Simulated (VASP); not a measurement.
All values below come from PBEsol GGA, VASP's PBE PAW potentials (set 64) (plane waves; VASP).

VASP input:

INCAR:
```
# general
SYSTEM  = Zn4SSe3
PREC    = Accurate
ENCUT   = 400
LREAL   = F
LASPH   = T

# electronic loop
EDIFF   = 1E-6
NELM    = 100
ALGO    = Normal
LMAXMIX = 4

# smearing
ISMEAR  = 0
SIGMA   = 0.05

# functional
GGA     = PS

# ions
IBRION  = 2
NSW     = 60
ISIF    = 3
EDIFFG  = -0.01

# output
LWAVE   = F
LCHARG  = F
```

### KPOINTS
```
Automatic mesh
0
Gamma
7 7 2
0 0 0
```

### POSCAR
```
Zn4SSe3
1.0
  0.0000000000   2.8025000000   2.8025000000
  2.8025000000   0.0000000000   2.8025000000
 11.2100000000  11.2100000000   0.0000000000
Zn Se S
4 3 1
Direct
  0.0000000000   0.0000000000   0.0000000000
  0.0000000000   0.0000000000   0.2500000000
  0.0000000000   0.0000000000   0.5000000000
  0.0000000000   0.0000000000   0.7500000000
  0.2500000000   0.2500000000   0.0625000000
  0.2500000000   0.2500000000   0.3125000000
  0.2500000000   0.2500000000   0.5625000000
  0.2500000000   0.2500000000   0.8125000000
```

POTCAR, in this order: Zn Se S (PBE.64 set). Program: vasp_std.

Output of the run:

OSZICAR:
```
...
DAV:   4    -0.277888328477E+02    0.72299E-03   -0.64618E-04  2993   0.178E-01    0.821E-02
DAV:   5    -0.277887487305E+02    0.84117E-04   -0.97489E-05  3829   0.285E-01    0.188E-02
DAV:   6    -0.277887515551E+02   -0.28247E-05   -0.75117E-05  3234   0.117E-01    0.794E-03
DAV:   7    -0.277887516629E+02   -0.10773E-06   -0.11446E-05  3077   0.379E-02    0.553E-03
DAV:   8    -0.277887513722E+02    0.29067E-06   -0.15680E-06  1637   0.934E-03
   3 F= -.27788751E+02 E0= -.27788751E+02  d E =-.413079E-01
       N       E                     dE             d eps       ncg     rms          rms(c)
DAV:   1    -0.278232134932E+02   -0.34462E-01   -0.98903E+00  2859   0.172E+01    0.104E+00
DAV:   2    -0.278134954493E+02    0.97180E-02   -0.13331E-01  3600   0.471E+00    0.401E-01
DAV:   3    -0.278122341595E+02    0.12613E-02   -0.92391E-03  3208   0.673E-01    0.219E-01
DAV:   4    -0.278113897508E+02    0.84441E-03   -0.87258E-04  3688   0.888E-01    0.785E-02
DAV:   5    -0.278113262523E+02    0.63498E-04   -0.53634E-04  3352   0.189E-01    0.364E-02
DAV:   6    -0.278113181924E+02    0.80600E-05   -0.97011E-05  4125   0.177E-01    0.162E-02
DAV:   7    -0.278113223483E+02   -0.41559E-05   -0.51198E-05  3176   0.613E-02    0.942E-03
DAV:   8    -0.278113224673E+02   -0.11907E-06   -0.29061E-06  2509   0.447E-02
   4 F= -.27811322E+02 E0= -.27811322E+02  d E =-.225711E-01
       N       E                     dE             d eps       ncg     rms          rms(c)
DAV:   1    -0.278304719695E+02   -0.19150E-01   -0.98406E+00  2865   0.174E+01    0.105E+00
DAV:   2    -0.278209016718E+02    0.95703E-02   -0.13183E-01  3600   0.469E+00    0.402E-01
DAV:   3    -0.278197242958E+02    0.11774E-02   -0.10086E-02  3221   0.762E-01    0.221E-01
DAV:   4    -0.278189678962E+02    0.75640E-03   -0.90380E-04  3448   0.106E+00    0.946E-02
DAV:   5    -0.278188364904E+02    0.13141E-03   -0.51895E-04  3320   0.177E-01    0.351E-02
DAV:   6    -0.278188264468E+02    0.10044E-04   -0.86955E-05  3896   0.157E-01    0.190E-02
DAV:   7    -0.278188296908E+02   -0.32440E-05   -0.46097E-05  3360   0.611E-02    0.100E-02
DAV:   8    -0.278188301916E+02   -0.50084E-06   -0.45500E-06  3032   0.247E-02
   5 F= -.27818830E+02 E0= -.27818830E+02  d E =-.300788E-01
       N       E                     dE             d eps       ncg     rms          rms(c)
DAV:   1    -0.278245402923E+02   -0.57106E-02   -0.10165E+00  2764   0.513E+00    0.477E-01
DAV:   2    -0.278261627895E+02   -0.16225E-02   -0.44974E-02  3250   0.163E+00    0.206E-01
DAV:   3    -0.278257286766E+02    0.43411E-03   -0.16614E-03  3653   0.338E-01    0.138E-01
DAV:   4    -0.278254922013E+02    0.23648E-03   -0.60385E-04  3336   0.180E-01    0.417E-02
DAV:   5    -0.278255003927E+02   -0.81914E-05   -0.24407E-04  3060   0.162E-01    0.256E-02
DAV:   6    -0.278254998607E+02    0.53200E-06   -0.29791E-05  3336   0.813E-02    0.177E-02
DAV:   7    -0.278254989875E+02    0.87316E-06   -0.51485E-06  2828   0.506E-02
   6 F= -.27825499E+02 E0= -.27825499E+02  d E =-.666880E-02
       N       E                     dE             d eps       ncg     rms          rms(c)
DAV:   1    -0.278266194425E+02   -0.11196E-02   -0.57448E-01  2758   0.385E+00    0.357E-01
DAV:   2    -0.278275363259E+02   -0.91688E-03   -0.25404E-02  3258   0.122E+00    0.155E-01
DAV:   3    -0.278272907700E+02    0.24556E-03   -0.94353E-04  3693   0.258E-01    0.104E-01
DAV:   4    -0.278271584806E+02    0.13229E-03   -0.34165E-04  3344   0.138E-01    0.314E-02
DAV:   5    -0.278271627326E+02   -0.42520E-05   -0.13619E-04  3113   0.132E-01    0.192E-02
DAV:   6    -0.278271625813E+02    0.15127E-06   -0.18953E-05  3272   0.633E-02    0.133E-02
DAV:   7    -0.278271620962E+02    0.48510E-06   -0.28105E-06  2177   0.422E-02
   7 F= -.27827162E+02 E0= -.27827162E+02  d E =-.833190E-02
       N       E                     dE             d eps       ncg     rms          rms(c)
DAV:   1    -0.278467293929E+02   -0.19567E-01   -0.12989E+00  3360   0.865E+00    0.107E+00
DAV:   2    -0.278315122014E+02    0.15217E-01   -0.11612E-01  3299   0.491E+00    0.399E-01
DAV:   3    -0.278296985847E+02    0.18136E-02   -0.53177E-03  3127   0.513E-01    0.211E-01
DAV:   4    -0.278289504307E+02    0.74815E-03   -0.81441E-04  3341   0.387E-01    0.735E-02
DAV:   5    -0.278289000029E+02    0.50428E-04   -0.20075E-04  3464   0.281E-01    0.246E-02
DAV:   6    -0.278289015399E+02   -0.15370E-05   -0.82279E-05  3303   0.123E-01    0.991E-03
DAV:   7    -0.278289025452E+02   -0.10053E-05   -0.20421E-05  3060   0.609E-02    0.649E-03
DAV:   8    -0.278289022048E+02    0.34038E-06   -0.13635E-06  1610   0.259E-02
   8 F= -.27828902E+02 E0= -.27828902E+02  d E =-.174011E-02
       N       E                     dE             d eps       ncg     rms          rms(c)
DAV:   1    -0.278289672852E+02   -0.64740E-04   -0.43023E-03  3369   0.506E-01    0.616E-02
DAV:   2    -0.278289176549E+02    0.49630E-04   -0.38234E-04  3361   0.276E-01    0.233E-02
DAV:   3    -0.278289110764E+02    0.65785E-05   -0.15774E-05  3118   0.277E-02    0.123E-02
DAV:   4    -0.278289079970E+02    0.30794E-05   -0.24354E-06  2062   0.190E-02    0.370E-03
DAV:   5    -0.278289077256E+02    0.27140E-06   -0.74276E-07  1442   0.175E-02
   9 F= -.27828908E+02 E0= -.27828908E+02  d E =-.174563E-02
       N       E                     dE             d eps       ncg     rms          rms(c)
DAV:   1    -0.278320940692E+02   -0.31861E-02   -0.56551E-01  3241   0.470E+00    0.421E-01
DAV:   2    -0.278299606276E+02    0.21334E-02   -0.19582E-02  3504   0.187E+00    0.153E-01
DAV:   3    -0.278297132731E+02    0.24735E-03   -0.89062E-04  3207   0.204E-01    0.870E-02
DAV:   4    -0.278295918898E+02    0.12138E-03   -0.15108E-04  3528   0.210E-01    0.240E-02
DAV:   5    -0.278295837811E+02    0.81087E-05   -0.37729E-05  3543   0.145E-01    0.112E-02
DAV:   6    -0.278295849076E+02   -0.11265E-05   -0.28397E-05  3477   0.443E-02    0.571E-03
DAV:   7    -0.278295852753E+02   -0.36771E-06   -0.44699E-06  2495   0.267E-02
  10 F= -.27829585E+02 E0= -.27829585E+02  d E =-.677550E-03
       N       E                     dE             d eps       ncg     rms          rms(c)
DAV:   1    -0.278296435826E+02   -0.58675E-04   -0.12045E-02  3242   0.675E-01    0.611E-02
DAV:   2    -0.278295981186E+02    0.45464E-04   -0.40501E-04  3536   0.269E-01    0.223E-02
DAV:   3    -0.278295922400E+02    0.58786E-05   -0.19603E-05  3210   0.340E-02    0.127E-02
DAV:   4    -0.278295893180E+02    0.29219E-05   -0.39332E-06  2984   0.353E-02    0.375E-03
DAV:   5    -0.278295890279E+02    0.29014E-06   -0.66547E-07  1634   0.255E-02
  11 F= -.27829589E+02 E0= -.27829589E+02  d E =-.681302E-03
       N       E                     dE             d eps       ncg     rms          rms(c)
DAV:   1    -0.278295943126E+02   -0.49946E-05   -0.91168E-04  3332   0.189E-01    0.172E-02
DAV:   2    -0.278295908351E+02    0.34775E-05   -0.34380E-05  3458   0.783E-02    0.640E-03
DAV:   3    -0.278295906127E+02    0.22234E-06   -0.13441E-06  1588   0.760E-03
  12 F= -.27829591E+02 E0= -.27829591E+02  d E =-.682887E-03
       N       E                     dE             d eps       ncg     rms          rms(c)
DAV:   1    -0.278299265516E+02   -0.33572E-03   -0.21119E-02  2810   0.858E-01    0.141E-01
DAV:   2    -0.278297462136E+02    0.18034E-03   -0.16575E-03  3212   0.491E-01    0.685E-02
DAV:   3    -0.278296522727E+02    0.93941E-04   -0.12135E-04  3420   0.982E-02    0.350E-02
DAV:   4    -0.278296273737E+02    0.24899E-04   -0.60580E-05  3162   0.651E-02    0.824E-03
DAV:   5    -0.278296284677E+02   -0.10940E-05   -0.20310E-05  3015   0.496E-02    0.530E-03
DAV:   6    -0.278296285246E+02   -0.56923E-07   -0.21864E-06  2004   0.266E-02
  13 F= -.27829629E+02 E0= -.27829629E+02  d E =-.379119E-04
```

**OUTCAR**
```
------------------------ aborting loop because EDIFF is reached ----------------------------------------
  FORCE on cell =-STRESS in cart. coord.  units (eV):
  Direction    XX          YY          ZZ          XY          YZ          ZX
  --------------------------------------------------------------------------------------
  Total       -0.0401201     -0.0401201     -0.0401201     -0.0234079      0.0234079      0.0234079
  in kB       -0.3727038     -0.3727038     -0.3727038     -0.2174530      0.2174530      0.2174530
  external PRESSURE =      -0.3727038 kB  Pullay stress =       0.0000000 kB
  volume of cell :      172.47
      direct lattice vectors                 reciprocal lattice vectors
    -0.000000000  2.782355947  2.782355947    -0.179651393  0.179756252  0.179651393
     2.782355947 -0.000000000  2.782355947     0.179756252 -0.179651393  0.179651393
    11.135923586 11.135923586 -0.006499798     0.044886634  0.044886634 -0.044886634
 POSITION                                       TOTAL-FORCE (eV/Angst)
 -----------------------------------------------------------------------------------
     11.07631     11.07631      0.05311        -0.005333     -0.005333      0.005333
      2.76470      2.76470      0.01766        -0.003475     -0.003475      0.003475
      8.36739      8.36739      5.54439        -0.001888     -0.001888      0.001888
     11.19361     11.19361      5.50053        -0.000504     -0.000504      0.000504
      1.35868      1.35868      1.42367         0.000737      0.000737     -0.000737
      4.17873      4.17873      1.38598         0.003999      0.003999     -0.003999
      6.99934      6.99934      1.34773         0.004879      0.004879     -0.004879
      9.73598      9.73598      1.39344         0.001585      0.001585     -0.001585
 -----------------------------------------------------------------------------------
    total drift:                                0.000230      0.000230     -0.000208
  FREE ENERGIE OF THE ION-ELECTRON SYSTEM (eV)
  ---------------------------------------------------
  free  energy   TOTEN  =       -27.8296285246 eV

  energy  without entropy=      -27.8296285246  energy(sigma->0) =      -27.82962852

 reached required accuracy - stopping structural energy minimisation
```
(Selected blocks of OUTCAR.)

### CONTCAR
```
Zn4SSe3
   1.00000000000000
    -0.0000000000000001    2.7823559468990431    2.7823559468990431
     2.7823559468990431   -0.0000000000000001    2.7823559468990431
    11.1359235857719678   11.1359235857719678   -0.0064997981757941
  Zn              Se              S
     4     3     1
Direct
     0.0107031151005280    0.0107031151005280    0.9919726636746041
     0.0034624063915130    0.0034624063915130    0.2474031952063653
     0.9969339666878807    0.9969339666878807    0.5022995249840895
     0.9893512865506565    0.9893512865506565    0.7579865350870076
     0.2559072110172357    0.2559072110172357    0.0580695917370732
     0.2494319455887697    0.2494319455887697    0.3129260408084228
     0.2428558030543022    0.2428558030543022    0.5678581477092735
     0.2513542656091143    0.2513542656091143    0.8114843007931644
```

Energy and stress use the plane-wave basis of the starting cell.

The structure was generated: Zn4SSe3 was put into an ordered model structure (R3m), which need not be its known phase. This run relaxes it. Symmetry was kept, so distortions that lower it aren't found.
